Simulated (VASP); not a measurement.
Level of theory: SCAN meta-GGA, VASP's PBE PAW potentials (set 64) (plane waves; VASP).

VASP input:

INCAR:
```
SYSTEM  =  ZrC
PREC  =  Accurate; ENCUT  =  520; LREAL  =  F
LASPH  =  T
EDIFF  =  1E-7; NELM  =  100; ALGO  =  Normal
LMAXMIX  =  4; LMIXTAU  =  T
ISMEAR  =  1; SIGMA  =  0.1
METAGGA  =  SCAN
ISIF  =  2
LWAVE  =  F; LCHARG  =  F
```

### POSCAR
```
ZrC
1
    0.0000000000     2.3532135309     2.3532135309
    2.3532135309     0.0000000000     2.3532135309
    2.3532135309     2.3532135309     0.0000000000
Zr C
1 1
Direct
  0.0000000000   0.0000000000   0.0000000000
  0.5000000000   0.5000000000   0.5000000000
```

**KPOINTS**
```
Automatic mesh
0
Gamma
13 13 13
0 0 0
```

POTCAR, in this order: Zr_sv C (PBE.64 set). Program: vasp_std.

Output

OSZICAR:
```
       N       E                     dE             d eps       ncg     rms          rms(c)
DAV:   1     0.857166826074E+02    0.85717E+02   -0.91218E+03  2016   0.138E+03
DAV:   2    -0.460251377290E+02   -0.13174E+03   -0.12404E+03  2356   0.348E+02
DAV:   3    -0.526607817734E+02   -0.66356E+01   -0.64916E+01  3172   0.672E+01
DAV:   4    -0.528900136783E+02   -0.22923E+00   -0.22895E+00  2640   0.119E+01
DAV:   5    -0.528959260671E+02   -0.59124E-02   -0.59120E-02  2948   0.157E+00    0.228E+01
DAV:   6    -0.417909292447E+02    0.11105E+02   -0.11140E+01  2352   0.298E+01    0.848E+00
DAV:   7    -0.428867829531E+02   -0.10959E+01   -0.35471E+00  2648   0.119E+01    0.386E+00
DAV:   8    -0.427317273209E+02    0.15506E+00   -0.36889E-01  2284   0.703E+00    0.204E+00
DAV:   9    -0.427261067918E+02    0.56205E-02   -0.19846E-01  2272   0.478E+00    0.733E-01
DAV:  10    -0.427858830626E+02   -0.59776E-01   -0.14352E-01  2248   0.340E+00    0.293E-01
DAV:  11    -0.427879303744E+02   -0.20473E-02   -0.48714E-02  2560   0.286E+00    0.122E-01
DAV:  12    -0.427888517990E+02   -0.92142E-03   -0.27246E-02  2128   0.230E+00    0.830E-02
DAV:  13    -0.427892856436E+02   -0.43384E-03   -0.20859E-03  2724   0.415E-01    0.841E-02
DAV:  14    -0.427883586927E+02    0.92695E-03   -0.30116E-04  2188   0.247E-01    0.691E-02
DAV:  15    -0.427886808832E+02   -0.32219E-03   -0.19439E-03  2536   0.397E-01    0.884E-02
DAV:  16    -0.427886141280E+02    0.66755E-04   -0.13408E-04  2416   0.130E-01    0.630E-02
DAV:  17    -0.427886160096E+02   -0.18816E-05   -0.19175E-05  2848   0.534E-02    0.424E-02
DAV:  18    -0.427886229363E+02   -0.69267E-05   -0.79110E-06  2680   0.359E-02    0.227E-02
DAV:  19    -0.427886339000E+02   -0.10964E-04   -0.46779E-06  3056   0.210E-02    0.156E-02
DAV:  20    -0.427886364134E+02   -0.25134E-05   -0.23584E-06  2704   0.170E-02    0.654E-03
DAV:  21    -0.427886363025E+02    0.11095E-06   -0.58253E-07  2092   0.118E-02    0.183E-03
DAV:  22    -0.427886369449E+02   -0.64242E-06   -0.91343E-08  1292   0.489E-03    0.469E-04
DAV:  23    -0.427886368993E+02    0.45644E-07   -0.18550E-08  1116   0.205E-03
   1 F= -.42788637E+02 E0= -.42788619E+02  d E =-.546689E-04
```

**OUTCAR**
```
------------------------ aborting loop because EDIFF is reached ----------------------------------------
  FORCE on cell =-STRESS in cart. coord.  units (eV):
  Direction    XX          YY          ZZ          XY          YZ          ZX
  --------------------------------------------------------------------------------------
  Total       -0.0040914     -0.0040914     -0.0040914      0.0000000      0.0000000      0.0000000
  in kB       -0.2515167     -0.2515167     -0.2515167      0.0000000      0.0000000      0.0000000
  external PRESSURE =      -0.2515167 kB  Pullay stress =       0.0000000 kB
  volume of cell :       26.06
      direct lattice vectors                 reciprocal lattice vectors
     0.000000000  2.353213531  2.353213531    -0.212475406  0.212475406  0.212475406
     2.353213531  0.000000000  2.353213531     0.212475406 -0.212475406  0.212475406
     2.353213531  2.353213531  0.000000000     0.212475406  0.212475406 -0.212475406
 POSITION                                       TOTAL-FORCE (eV/Angst)
 -----------------------------------------------------------------------------------
      0.00000      0.00000      0.00000        -0.000000     -0.000000     -0.000000
      2.35321      2.35321      2.35321         0.000000      0.000000      0.000000
 -----------------------------------------------------------------------------------
    total drift:                                0.000000      0.000000      0.000000
  FREE ENERGIE OF THE ION-ELECTRON SYSTEM (eV)
  ---------------------------------------------------
  free  energy   TOTEN  =       -42.7886368993 eV

  energy  without entropy=      -42.7885822304  energy(sigma->0) =      -42.78861868
```
(Selected blocks of OUTCAR.)

The compound is ZrC in the rock salt structure. It was relaxed first.
